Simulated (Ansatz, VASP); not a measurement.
LuTl3: VASP beside Ansatz

```xyz
4
Lattice="4.6218 0.0000 0.0000 0.0000 4.6218 0.0000 0.0000 0.0000 4.6218" Properties=species:S:1:pos:R:3 pbc="T T T"
Lu    0.0000    0.0000    0.0000
Tl    0.0000    2.3109    2.3109
Tl    2.3109    0.0000    2.3109
Tl    2.3109    2.3109    0.0000
```

Change from the starting cell: volume scaled by 0.98, crystal datasets.

Alike in both runs: task electric field gradients; functional PBEsol; k mesh 7 × 7 × 7; occupations fermi-dirac, width 0.08 eV; no spin polarisation.

|  | VASP | Ansatz |
| --- | --- | --- |
| version | VASP 6.6.1 | Ansatz 0.2.0 |
| potentials or method | VASP PAW PBE potentials, release 64 (Lu, Tl_d), cutoff 520 eV | all-electron PAW with datasets made for the crystal, scalar-relativistic |

```csv
,VASP,Ansatz,Ansatz less VASP
pressure (GPa),0.8,0.9,+0.01
Vzz of the field gradient on the site that differs most (V/Å²),260.2,259.3,-0.97
```

Ansatz ran all-electron here, so the differences hold the error of VASP's frozen core and of both bases. Ansatz warned: «gradients_without_spin_orbit».

Caveats: the PAW data sets were made with another functional, which shifts forces and pressure a little (VASP). The runs have no spin-orbit coupling, so splittings on Lu, Tl are missing.
